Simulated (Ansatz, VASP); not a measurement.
## Na2Al in VASP and in Ansatz

```
Na Al
1.0
     1.77399    1.02421    5.35791
    -1.77399    1.02421    5.35791
     0.00000   -2.04843    5.35791
Na Al
2 1
Direct
  0.75000 0.75000 0.75000
  0.25000 0.25000 0.25000
  0.00000 0.00000 0.00000
```

Alike in both runs: task single point; functional PBE; k mesh 6 × 6 × 6; occupations gaussian, width 0.1 eV; no spin polarisation.

```csv
,VASP,Ansatz
version,VASP 6.6.1,Ansatz 0.2.0
potentials or method,"VASP PAW PBE potentials, release 64 (Na_pv, Al)","scalar-relativistic, plane waves, PAW"
plane-wave cutoff (eV),520,420
valence electrons in the cell,17,21
```

Ansatz gave:

```
gap on the k mesh at the Fermi level (eV)       : none
pressure (GPa)                                  : 24.5
largest component of the traceless stress (GPa) : 0.50
rms of the force components (eV/Å)              : 1.503
```

Task: What did VASP give for the same quantities?

Result: gap on the k mesh at the Fermi level (eV): none; pressure (GPa): 24.7; largest component of the traceless stress (GPa): 0.49; rms of the force components (eV/Å): 1.510.

Atom by atom the forces differ by 0.007 eV/Å (rms over components). A gap of «none» marks a metal or a gap that the smearing closes. The functional is the same, so the differences come from potentials, cutoffs and numerics. The two sets of potentials don't hold the same shells in valence.

Caveats: so large a pressure means that the cell lies far from this level's equilibrium, or that cutoff or potentials fall short (VASP); forces of over 1 eV/Å show positions far from the minimum, so gaps and moduli don't describe the material at rest.
